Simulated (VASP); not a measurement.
Output of a VASP run:

### OSZICAR
```
       N       E                     dE             d eps       ncg     rms          rms(c)
DAV:   1     0.797827383951E+02    0.79783E+02   -0.79839E+03   520   0.133E+03
DAV:   2    -0.656663065890E+00   -0.80439E+02   -0.76838E+02   570   0.250E+02
DAV:   3    -0.596716848339E+01   -0.53105E+01   -0.52940E+01   625   0.695E+01
DAV:   4    -0.601327087017E+01   -0.46102E-01   -0.46094E-01   570   0.702E+00
DAV:   5    -0.601350946112E+01   -0.23859E-03   -0.23859E-03   615   0.435E-01    0.469E+00
DAV:   6    -0.577741040009E+01    0.23610E+00   -0.52987E-01   761   0.178E+01    0.342E+00
DAV:   7    -0.576060056941E+01    0.16810E-01   -0.13507E-01   570   0.338E+00    0.136E+00
DAV:   8    -0.576171043253E+01   -0.11099E-02   -0.42514E-03   560   0.599E-01    0.383E-01
DAV:   9    -0.576206852860E+01   -0.35810E-03   -0.83126E-04   575   0.239E-01    0.644E-02
DAV:  10    -0.576215285701E+01   -0.84328E-04   -0.84523E-05   595   0.864E-02    0.146E-02
DAV:  11    -0.576217381089E+01   -0.20954E-04   -0.26940E-05   545   0.477E-02    0.582E-03
DAV:  12    -0.576217512514E+01   -0.13142E-05   -0.21566E-06   588   0.225E-02    0.392E-03
DAV:  13    -0.576217522738E+01   -0.10224E-06   -0.64345E-07   380   0.104E-02
   1 F= -.57621752E+01 E0= -.57621752E+01  d E =-.172996E-11
```

File OUTCAR:
```
------------------------ aborting loop because EDIFF is reached ----------------------------------------
  FORCE on cell =-STRESS in cart. coord.  units (eV):
  Direction    XX          YY          ZZ          XY          YZ          ZX
  --------------------------------------------------------------------------------------
  Total       -0.5951856     -0.5951856     -0.5951856      0.0000000      0.0000000      0.0000000
  in kB      -19.7184743    -19.7184743    -19.7184743      0.0000000      0.0000000      0.0000000
  external PRESSURE =     -19.7184743 kB  Pullay stress =       0.0000000 kB
  volume of cell :       48.36
      direct lattice vectors                 reciprocal lattice vectors
     0.000000000  2.891700000  2.891700000    -0.172908670  0.172908670  0.172908670
     2.891700000  0.000000000  2.891700000     0.172908670 -0.172908670  0.172908670
     2.891700000  2.891700000  0.000000000     0.172908670  0.172908670 -0.172908670
  FREE ENERGIE OF THE ION-ELECTRON SYSTEM (eV)
  ---------------------------------------------------
  free  energy   TOTEN  =        -5.7621752274 eV

  energy  without entropy=       -5.7621752274  energy(sigma->0) =       -5.76217523

 total charge

# of ion       s       p       d       tot
------------------------------------------
    1        0.515   0.396   9.828  10.739
    2        1.438   2.401   0.023   3.863
--------------------------------------------------
tot          1.953   2.797   9.852  14.601
```
(Selected blocks of OUTCAR.)

### POSCAR
```
ZnSe
1
    0.0000000000     2.8917000000     2.8917000000
    2.8917000000     0.0000000000     2.8917000000
    2.8917000000     2.8917000000     0.0000000000
Zn Se
1 1
Direct
  0.0000000000   0.0000000000   0.0000000000
  0.2500000000   0.2500000000   0.2500000000
```

### Question
Reconstruct the remaining input files.

### Answer
One answer among several that fit: the input of the run itself, PBE GGA + U (Dudarev), plane waves, VASP's PBE PAW potentials (set 64).

**INCAR**
```
ALGO  =  Normal
EDIFF  =  1E-6
ENCUT  =  400
GGA  =  PE
ISIF  =  2
ISMEAR  =  0
LASPH  =  .True.
LCHARG  =  .False.
LDAU  =  .True.
LDAUJ  =  0 0
LDAUL  =  2 -1
LDAUPRINT  =  1
LDAUTYPE  =  2
LDAUU  =  3.0 0
LMAXMIX  =  4
LORBIT  =  10
LREAL  =  .False.
LWAVE  =  .False.
NELM  =  100
PREC  =  Accurate
SIGMA  =  0.05
SYSTEM  =  ZnSe
```

File KPOINTS:
```
Automatic mesh
0
Gamma
7 7 7
0 0 0
```

POTCAR, in this order: Zn Se (PBE.64 set). Program: vasp_std.

The compound is ZnSe in the zinc blende structure. The cell was not relaxed at this level. The run is one of a series of settings (LDAU = .TRUE., LDAUJ = 0 0, LDAUL = 2 -1, LDAUTYPE = 2, LDAUU = 3.0 0 against the base run), some of them coarse on purpose.
